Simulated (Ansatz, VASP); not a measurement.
BaZn3: VASP beside Ansatz

```xyz
4
Lattice="4.7859 0.0000 0.0000 0.0000 4.7859 0.0000 0.0000 0.0000 4.7859" Properties=species:S:1:pos:R:3 pbc="T T T"
Ba    0.0000    0.0000    0.0000
Zn    0.0000    2.3930    2.3930
Zn    2.3930    0.0000    2.3930
Zn    2.3930    2.3930    0.0000
```

Alike in both runs: functional PBE; k mesh 4 × 4 × 4; occupations gaussian, width 0.1 eV; no spin polarisation.

Ansatz relaxed the structure, and its values are those at the end. VASP's run is a single point on that final structure, the one shown.

```csv
,VASP,Ansatz
version,VASP 6.6.1,Ansatz 0.2.0
potentials or method,"VASP PAW PBE potentials, release 64 (Ba_sv, Zn)","scalar-relativistic, plane waves, PAW"
plane-wave cutoff (eV),520,420
valence electrons in the cell,46,46
```

|  | VASP | Ansatz | Ansatz less VASP |
| --- | --- | --- | --- |
| gap on the k mesh at the Fermi level (eV) | none | none | - |
| pressure (GPa) | 0.4 | 0.2 | -0.24 |

A gap of «none» marks a metal or a gap that the smearing closes.

Spin-orbit coupling is left out, which matters for the levels of Ba.
